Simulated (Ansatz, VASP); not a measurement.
Two plane-wave programs on B18AsN17 (a cell with a defect)

```xyz
36
Lattice="7.4947 0.0000 0.0000 -3.7474 6.4906 0.0000 0.0000 0.0000 6.6357" Properties=species:S:1:pos:R:3 pbc="T T T"
B     0.0000    1.4424    1.6589
B    -1.2491    3.6059    1.6589
B    -2.4982    5.7694    1.6589
B     2.4982    1.4424    1.6589
B     1.2491    3.6059    1.6589
B     0.0000    5.7694    1.6589
B     4.9965    1.4424    1.6589
B     3.7474    3.6059    1.6589
B     2.4982    5.7694    1.6589
B     1.2491    0.7212    4.9768
B     0.0000    2.8847    4.9768
B    -1.2491    5.0483    4.9768
B     3.7474    0.7212    4.9768
B     2.4982    2.8847    4.9768
B     1.2491    5.0483    4.9768
B     6.2456    0.7212    4.9768
B     4.9965    2.8847    4.9768
B     3.7474    5.0483    4.9768
As    0.0000    1.4424    4.9768
N    -1.2491    3.6059    4.9768
N    -2.4982    5.7694    4.9768
N     2.4982    1.4424    4.9768
N     1.2491    3.6059    4.9768
N     0.0000    5.7694    4.9768
N     4.9965    1.4424    4.9768
N     3.7474    3.6059    4.9768
N     2.4982    5.7694    4.9768
N     1.2491    0.7212    1.6589
N     0.0000    2.8847    1.6589
N    -1.2491    5.0483    1.6589
N     3.7474    0.7212    1.6589
N     2.4982    2.8847    1.6589
N     1.2491    5.0483    1.6589
N     6.2456    0.7212    1.6589
N     4.9965    2.8847    1.6589
N     3.7474    5.0483    1.6589
```

Alike in both runs: task electric field gradients; functional PBE; k mesh 4 × 4 × 4; occupations fermi-dirac, width 0.025 eV; no spin polarisation.

```csv
,VASP,Ansatz
version,VASP 6.6.1,Ansatz 0.2.0
potentials or method,"VASP PAW PBE potentials, release 64 (B, As, N)","plane-wave PAW, scalar-relativistic"
plane-wave cutoff (eV),520,870
valence electrons in the cell,144,154
```

Ansatz gave:

* gap on the k mesh at the Fermi level (eV): 3.44
* rms of the force components (eV/Å): 4.621
* Vzz of the field gradient on the site that differs most (V/Å²): 493.4

Q: What did VASP give for the same quantities?

A: gap on the k mesh at the Fermi level (eV): 3.42; rms of the force components (eV/Å): 4.734; Vzz of the field gradient on the site that differs most (V/Å²): 574.0.

Atom by atom the forces differ by 0.113 eV/Å (rms over components). The two sets of potentials don't hold the same shells in valence.

 As with any semilocal functional, this PBE gap is likely too small.
